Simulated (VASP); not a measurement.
Consider the following.

```yaml
crystal:
  lattice:
    - [2.70023, 0.00000, 0.00000]
    - [0.00000, 2.70023, 0.00000]
    - [0.00000, 0.00000, 3.72348]
  atoms:
    - { symbol: Fe, position: [0.00000, 0.00000, 0.00000], spin: 2.9 }
    - { symbol: Pt, position: [0.50000, 0.50000, 0.50000], spin: 0.3 }
```

Method: PBE GGA with D3 dispersion (Becke-Johnson damping), VASP's PBE PAW potentials (set 64) (plane waves; VASP 6.6.1). Run with 520 eV cut-off, Gaussian smearing of 0.050 eV, potentials Fe Pt.

Task: Give the spin-up energies of bands 1 to 13 at the high-symmetry points, in eV from the Fermi level.

Result: 
```csv
band,Γ,X,M,Z,R,A
1,-9.70,-6.24,-7.02,-7.88,-6.64,-6.22
2,-6.46,-4.90,-5.82,-5.85,-6.61,-4.92
3,-6.29,-4.54,-5.82,-5.79,-3.71,-4.92
4,-3.44,-4.31,-5.82,-3.59,-3.68,-4.15
5,-3.44,-3.46,-1.31,-2.85,-3.47,-3.50
6,-2.93,-3.42,-0.95,-2.63,-3.06,-3.50
7,-2.05,-2.71,-0.47,-2.26,-1.13,-2.30
8,-1.92,-2.48,-0.43,-2.26,-0.81,-1.78
9,-0.47,-2.09,-0.43,-2.14,-0.58,-0.95
10,-0.33,-1.61,0.66,-2.14,-0.50,0.67
11,-0.33,0.27,1.71,-1.78,-0.48,6.98
12,2.19,2.18,1.71,-0.79,-0.35,6.98
13,9.81,10.49,7.89,15.67,4.89,7.89
```

Task: Give the spin-down energies of bands 1 to 13 at the high-symmetry points, in eV from the Fermi level.

Result: 
```csv
band,Γ,X,M,Z,R,A
1,-9.58,-6.12,-6.64,-7.82,-6.26,-6.06
2,-5.93,-4.70,-5.08,-5.62,-6.13,-4.73
3,-5.91,-4.35,-5.08,-5.35,-2.95,-4.73
4,-2.38,-3.50,-4.83,-2.63,-2.90,-1.99
5,-2.38,-2.49,1.03,-1.89,-2.23,-1.52
6,-0.85,-1.36,1.30,-1.89,-0.48,-1.38
7,-0.71,-1.23,1.69,-1.46,-0.47,-1.38
8,0.57,-0.92,1.78,-0.53,-0.41,0.78
9,1.73,0.56,1.78,0.14,0.98,1.04
10,1.73,0.73,1.78,0.47,1.52,1.78
11,1.74,2.50,1.83,0.47,1.63,7.68
12,2.36,2.65,1.83,1.50,1.68,7.68
13,10.65,11.26,8.69,16.09,5.83,8.86
```

It has no gap at this level: it comes out as a metal or semimetal.

The compound is FePt in the L1_0 structure. It was relaxed first.
